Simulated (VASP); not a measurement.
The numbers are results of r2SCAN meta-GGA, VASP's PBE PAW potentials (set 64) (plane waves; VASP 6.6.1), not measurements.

Input for VASP

**INCAR**
```
SYSTEM = TiAl
PREC = Accurate
ENCUT = 520
EDIFF = 1E-7
NELM = 100
ALGO = Normal
LREAL = .FALSE.
LASPH = .TRUE.
ISMEAR = -5
METAGGA = R2SCAN
LMIXTAU = .TRUE.
LMAXMIX = 4
LWAVE = .FALSE.
LCHARG = .FALSE.
LORBIT = 11
NEDOS = 601
ISIF = 2
```

**KPOINTS_OPT**
```
k-points along high-symmetry lines
6
Line-mode
Reciprocal
  0.000000   0.000000   0.000000 ! GAMMA
  0.000000   0.500000   0.000000 ! X

  0.000000   0.500000   0.000000 ! X
  0.500000   0.500000   0.000000 ! M

  0.500000   0.500000   0.000000 ! M
  0.000000   0.000000   0.000000 ! GAMMA

  0.000000   0.000000   0.000000 ! GAMMA
  0.000000   0.000000   0.500000 ! Z

  0.000000   0.000000   0.500000 ! Z
  0.000000   0.500000   0.500000 ! R

  0.000000   0.500000   0.500000 ! R
  0.500000   0.500000   0.500000 ! A

  0.500000   0.500000   0.500000 ! A
  0.000000   0.000000   0.500000 ! Z

  0.000000   0.500000   0.000000 ! X
  0.000000   0.500000   0.500000 ! R

  0.500000   0.500000   0.000000 ! M
  0.500000   0.500000   0.500000 ! A
```

**KPOINTS**
```
Automatic mesh
0
Gamma
14 14 10
0 0 0
```

POSCAR:
```
TiAl
1
    2.8163763271     0.0000000000     0.0000000000
    0.0000000000     2.8163763271    -0.0000000000
    0.0000000000     0.0000000000     4.0527779182
Ti Al
1 1
Direct
  0.0000000000   0.0000000000   0.0000000000
  0.5000000000   0.5000000000   0.5000000000
```

POTCAR, in this order: Ti_sv Al (PBE.64 set). Program: vasp_std.

Question: What does the run give for the energy per atom (σ→0), band gap (over mesh and band path)?

Answer: 
```yaml
energy per atom (σ→0): -10.296 eV/atom
band gap (over mesh and band path): none (metal, semimetal or under 0.01 eV)
```

OSZICAR:
```
...
DAV:  16    -0.205910107684E+02    0.99048E-05   -0.66188E-06  5139   0.291E-02    0.106E-02
DAV:  17    -0.205910056565E+02    0.51119E-05   -0.13536E-05  5489   0.306E-02    0.260E-03
DAV:  18    -0.205910045587E+02    0.10978E-05   -0.98593E-07  5465   0.143E-02    0.193E-03
DAV:  19    -0.205910073567E+02   -0.27980E-05   -0.73527E-07  4883   0.110E-02    0.768E-04
DAV:  20    -0.205910078717E+02   -0.51501E-06   -0.87209E-08  2573   0.405E-03    0.238E-04
DAV:  21    -0.205910078865E+02   -0.14808E-07   -0.16551E-08  2502   0.208E-03
   1 F= -.20591008E+02 E0= -.20591008E+02  d E =0.000000E+00
       N       E                     dE             ncg
```

The compound is TiAl in the L1_0 structure. It was relaxed first. The electron count is odd and the run is not spin-polarised, which forces a metal.
